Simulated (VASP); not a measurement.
# KBe18 in VASP: a series of runs, part 3 of 3

VASP 6.6.1. The steps go on from the part before.

## Step 5: Single point, LDA

The input, INCAR:

```
SYSTEM = KBe18
  PREC = Accurate
  ENCUT = 520
  EDIFF = 1E-7
  ISMEAR = -1
  SIGMA = 0.05
  LREAL = Auto
  LASPH = .TRUE.
  NELM = 100
  ALGO = Fast
  ISIF = 2
  LWAVE = .FALSE.
  LCHARG = .FALSE.
  NBANDS = 38
```

The input, KPOINTS:

```
Automatic mesh
0
G
  4 3 1
  0 0 0
```

The input, POSCAR:

```
KBe18
1.0
    4.5800000000      0.0000000000      0.0000000000
    3.4350000000      5.9495950000      0.0000000000
    0.0000000000      0.0000000000     15.5884300000
Be K
18 1
Direct
    0.0000000000      0.0000000000      0.0641500780
    0.5000000000      0.0000000000      0.0641500780
    0.0000000420      0.3333332773      0.0641500780
    0.5000000420      0.3333332773      0.0641500780
   -0.0000000420      0.6666667227      0.0641500780
    0.4999999580      0.6666667227      0.0641500780
   -0.1678107046      0.2243013180      0.1801139691
    0.3306597806      0.2254457656      0.1799225451
   -0.1688828977      0.5565108213      0.1781017075
    0.3335341391      0.5570898523      0.1781530917
   -0.1703508104      0.8940069030      0.1786597496
    0.3316501717      0.8915558118      0.1793416656
   -0.0009248710     -0.0006107979      0.2949359878
    0.4988769316      0.0005294478      0.2949634440
   -0.0023774459      0.3354712380      0.2951496719
    0.4977695565      0.3347742157      0.2952498744
   -0.0018450492      0.6673395416      0.2883599567
    0.4987233846      0.6668084130      0.2924502339
    0.1165203369      0.6689562903      0.4633283147
```

Potentials or basis: VASP PAW LDA potentials, release 64 (Be, K_sv).

The run is started by

```bash
$ cat potpaw_LDA.64/Be/POTCAR potpaw_LDA.64/K_sv/POTCAR > POTCAR
$ mpirun -np 1 vasp_std > vasp.out
```

OUTCAR:

```text
SYSTEM = KBe18
   PREC = Accurate
   ENCUT = 520
   EDIFF = 1E-7
   ISMEAR = -1
   LREAL = Auto
   LASPH = .TRUE.
   NELM = 100
   ISIF = 2

 ion  position               nearest neighbor table
   1  0.000  0.000  0.064-  11 2.21  12 2.23   7 2.25   5 2.29   3 2.29   6 2.29   4 2.29   2 2.29
                             2 2.29
   2  0.500  0.000  0.064-  11 2.21  12 2.22   8 2.25   6 2.29   4 2.29   3 2.29   5 2.29   1 2.29
                             1 2.29
   3  0.000  0.333  0.064-   9 2.22   8 2.23   7 2.24   1 2.29   2 2.29   4 2.29   4 2.29   6 2.29
                             5 2.29
   4  0.500  0.333  0.064-  10 2.22   8 2.23   7 2.24   2 2.29   1 2.29   3 2.29   3 2.29   5 2.29
                             6 2.29
   5  1.000  0.667  0.064-  10 2.22   9 2.22  11 2.24   1 2.29   2 2.29   6 2.29   6 2.29   4 2.29
                             3 2.29
   6  0.500  0.667  0.064-  10 2.21   9 2.21  12 2.24   2 2.29   1 2.29   5 2.29   5 2.29   3 2.29
                             4 2.29
   7  0.832  0.224  0.180-  15 2.23  16 2.23  13 2.23   3 2.24   4 2.24   1 2.25  11 2.28   9 2.28
                            10 2.29  12 2.29   8 2.29   8 2.29
   8  0.331  0.225  0.180-  16 2.23  15 2.23   3 2.23   4 2.23  14 2.24   2 2.25  11 2.28   9 2.28
                            10 2.29   7 2.29  12 2.29   7 2.29
   9  0.831  0.557  0.178-  17 2.17   6 2.21   5 2.22  18 2.22   3 2.22  15 2.25  10 2.28   7 2.28
[... 4 lines left out ...]
                            12 2.29  12 2.29  10 2.31   9 2.32
  12  0.332  0.892  0.179-  18 2.21   2 2.22   1 2.23  14 2.23  13 2.23   6 2.24   7 2.29  11 2.29
                            11 2.29   8 2.29  10 2.29   9 2.29
  13  0.999  0.999  0.295-  11 2.23  12 2.23   7 2.23  17 2.29  18 2.29  14 2.29  14 2.29  16 2.30
                            15 2.31
  14  0.499  0.001  0.295-  12 2.23   8 2.24  11 2.24  13 2.29  17 2.29  13 2.29  18 2.29  16 2.29
                            15 2.30
  15  0.998  0.335  0.295-   7 2.23   8 2.23   9 2.25  18 2.28  17 2.28  16 2.29  16 2.29  14 2.30
                            13 2.31
  16  0.498  0.335  0.295-   8 2.23   7 2.23  10 2.25  18 2.28  15 2.29  17 2.29  15 2.29  14 2.29
                            13 2.30
  17  0.998  0.667  0.288-   9 2.17  10 2.17  11 2.18  15 2.28  13 2.29  16 2.29  18 2.29  14 2.29
                            18 2.29  19 2.78
  18  0.499  0.667  0.292-  10 2.21  12 2.21   9 2.22  15 2.28  16 2.28  13 2.29  17 2.29  17 2.29
                            14 2.29
  19  0.117  0.669  0.463-  17 2.78

  LATTYP: Found a simple monoclinic cell.
[... 189 lines left out ...]
 NGX is ok and might be reduce to    36
   NGX = 17   NGY = 25   NGZ = 57

 number of electron      45.0000000 magnetization

 Free energy of the ion-electron system (eV)
  ---------------------------------------------------
  ext. energy  EPLUGINS =         0.00000000
  ---------------------------------------------------
  free energy    TOTEN  =       -71.01458002 eV

  energy without entropy =      -70.96689628  energy(sigma->0) =      -70.99073815

 E-fermi :   0.2579     XC(G=0):  -5.6037

 val. band max:        0.2319784022   @ k =   0.2500   0.0000   0.0000
 cond. band min:       0.2978614750   @ k =   0.5000   0.0000   0.0000
 fundamental gap:      0.0658830729
 Fermi energy:         0.2579386118

 k-point     1 :       0.0000    0.0000    0.0000
  band No.  band energies     occupation
      1     -31.3905      2.00000
      2     -15.1534      2.00000
      3     -15.1101      2.00000
      4     -15.1019      2.00000
      5      -9.2181      2.00000
      6      -7.0245      2.00000
[... 248 lines left out ...]
     33       4.1203      0.00000
     34       4.5205      0.00000
 [bands above 34 left out]

------------------------ aborting loop because EDIFF is reached ----------------------------------------

  FORCE on cell =-STRESS in cart. coord.  units (eV):
  Direction    XX          YY          ZZ          XY          YZ          ZX
  --------------------------------------------------------------------------------------
  -------------------------------------------------------------------------------------
  Total      -15.4788441    -18.4200963     -0.1894154      1.2517330     -0.0524453      0.0061242
  in kB      -58.3840005    -69.4779859     -0.7144480      4.7213589     -0.1978164      0.0230997
  external PRESSURE =     -42.8588115 kB  Pullay stress =       0.0000000 kB

 VOLUME and BASIS-vectors are now :
 -----------------------------------------------------------------------------
  energy-cutoff  :      520.00
  volume of cell :      424.77
      direct lattice vectors                 reciprocal lattice vectors
     4.580000000  0.000000000  0.000000000     0.218340611 -0.126059001  0.000000000
     3.435000000  5.949595000  0.000000000     0.000000000  0.168078668  0.000000000
     0.000000000  0.000000000 15.588430000     0.000000000  0.000000000  0.064150142

 POSITION                                       TOTAL-FORCE (eV/Angst)
 -----------------------------------------------------------------------------------
      0.00000      0.00000      1.00000         0.013832      0.034037     -0.009158
      2.29000      0.00000      1.00000        -0.024893      0.045330      0.007896
      1.14500      1.98320      1.00000        -0.015792     -0.023384      0.015517
      3.43500      1.98320      1.00000         0.001191     -0.029442      0.006879
      6.87000      3.96640      1.00000        -0.014237      0.028272     -0.036594
      4.58000      3.96640      1.00000        -0.002841      0.027997     -0.036735
[... 11 lines left out ...]
      4.57464      3.96724      4.55884         0.057335      0.001592      0.081159
      2.83153      3.98002      7.22256        -0.002930      0.002669      0.067076
 -----------------------------------------------------------------------------------
    total drift:                                0.000393      0.003224      0.002251

  FREE ENERGIE OF THE ION-ELECTRON SYSTEM (eV)
  ---------------------------------------------------
  free  energy   TOTEN  =       -71.0145800155 eV

  energy  without entropy=      -70.9668962796  energy(sigma->0) =      -70.99073815
```

Run time: 4.6 min. Hardware: 1 thread of Intel Xeon 6975P-C (Granite Rapids), shared host; peak memory 0.4 GiB.

Results:

```yaml
Free_energy: -71.0146 eV
Largest_force: 0.164 eV/Å
Band_gap_on_the_k_mesh: none (metal or under the smearing width)
```

Forces in eV/Å, atoms in the order of the input:
```
Be   0.014  0.034 -0.009
Be  -0.025  0.045  0.008
Be  -0.016 -0.023  0.016
Be   0.001 -0.029  0.007
Be  -0.014  0.028 -0.037
Be  -0.003  0.028 -0.037
Be   0.016 -0.017  0.001
Be   0.010 -0.034 -0.005
Be   0.003 -0.016  0.011
Be   0.021 -0.011 -0.003
Be   0.009 -0.030 -0.007
Be   0.021 -0.026  0.006
Be  -0.012  0.029 -0.059
Be   0.008 -0.001  0.079
Be   0.005  0.021  0.074
Be  -0.011 -0.008 -0.052
Be  -0.082  0.006 -0.141
Be   0.057  0.002  0.081
K   -0.003  0.003  0.067
```

Levels at points of the mesh, in eV from the Fermi level:
```
           k point  band 20  band 21  band 22  band 23  band 24  band 25  band 26  band 27
(0.00, 0.00, 0.00)    -0.98    -0.96    -0.14    -0.12     0.49     1.74     1.75     2.59
(0.50, 0.00, 0.00)    -0.58     0.04     0.07     0.13     0.17     1.07     1.12     2.23
```

Caveat: the k mesh is coarse (spacing up to 0.40 Å⁻¹), so the values aren't converged.

## Step 6: Single point, LDA

The input, INCAR:

```
PREC = Accurate
ENCUT = 520
EDIFF = 1E-7
ISMEAR = -1
SIGMA = 0.05
LREAL = Auto
LASPH = T
NELM = 100
ALGO = Fast
ISIF = 2
LWAVE = F
LCHARG = F
GGA = CA
NBANDS = 38
```

The input, KPOINTS:

```
Automatic mesh
0
Gamma
  4 3 1
```

The input, POSCAR:

```
KBe18
1.0
    4.5800000000      0.0000000000      0.0000000000
    3.4350000000      5.9495950000      0.0000000000
    0.0000000000      0.0000000000     15.5884300000
Be K
18 1
Direct
    0.0000000000      0.0000000000      0.0641500780
    0.5000000000      0.0000000000      0.0641500780
    0.0000000420      0.3333332773      0.0641500780
    0.5000000420      0.3333332773      0.0641500780
   -0.0000000420      0.6666667227      0.0641500780
    0.4999999580      0.6666667227      0.0641500780
   -0.1685755251      0.2248736259      0.1800182571
    0.3314244749      0.2248736259      0.1800182571
   -0.1676744254      0.5568002528      0.1781274317
    0.3323255746      0.5568002528      0.1781274317
   -0.1693502732      0.8927814414      0.1790007076
    0.3306497268      0.8927814414      0.1790007076
   -0.0010240789     -0.0000406750      0.2949497159
    0.4989759211     -0.0000406750      0.2949497159
   -0.0023037725      0.3351226428      0.2951997732
    0.4976962275      0.3351226428      0.2951997732
   -0.0015607232      0.6670739773      0.2904050632
    0.4984392768      0.6670739773      0.2904050632
    0.2415203369      0.6689562903      0.4633283147
```

Potentials or basis: VASP PAW LDA potentials, release 64 (Be, K_sv).

The run is started by

```bash
$ cat potpaw_LDA.64/Be/POTCAR potpaw_LDA.64/K_sv/POTCAR > POTCAR
$ mpirun -np 1 vasp_std > vasp.out
```

It took 5.8 min on 1 thread of Intel Xeon 6975P-C (Granite Rapids), shared host; peak memory 0.4 GiB.

The run converged. Its results:

| Quantity | Value |
| --- | --- |
| Free energy | -71.0095 eV |
| Largest force | 0.114 eV/Å |
| Band gap on the k mesh | none (metal or under the smearing width) |

Forces on the atoms (eV/Å):
```
Be  -0.008  0.038 -0.012
Be  -0.004  0.040  0.012
Be  -0.011 -0.025  0.025
Be  -0.004 -0.027 -0.003
Be  -0.007  0.034 -0.037
Be  -0.009  0.021 -0.037
Be   0.013 -0.020 -0.002
Be   0.013 -0.031 -0.001
Be   0.011 -0.009  0.021
Be   0.013 -0.013 -0.005
Be   0.000 -0.032  0.007
Be   0.028 -0.027 -0.006
Be  -0.016  0.039 -0.091
Be   0.003 -0.007  0.108
Be  -0.008  0.023  0.099
Be  -0.006 -0.014 -0.082
Be  -0.100  0.006 -0.055
Be   0.089 -0.003 -0.025
K    0.000  0.005  0.086
```

Levels at points of the mesh, in eV from the Fermi level:
```
           k point  band 19  band 20  band 21  band 22  band 23  band 24  band 25  band 26  band 27  band 28
(0.00, 0.00, 0.00)    -1.77    -0.98    -0.96    -0.14    -0.12     0.50     1.74     1.75     2.72     2.87
(0.50, 0.00, 0.00)    -0.60    -0.58     0.05     0.06     0.13     0.17     1.08     1.11     2.22     2.26
```

Caveat: the k mesh is coarse (spacing up to 0.40 Å⁻¹), so the values aren't converged.
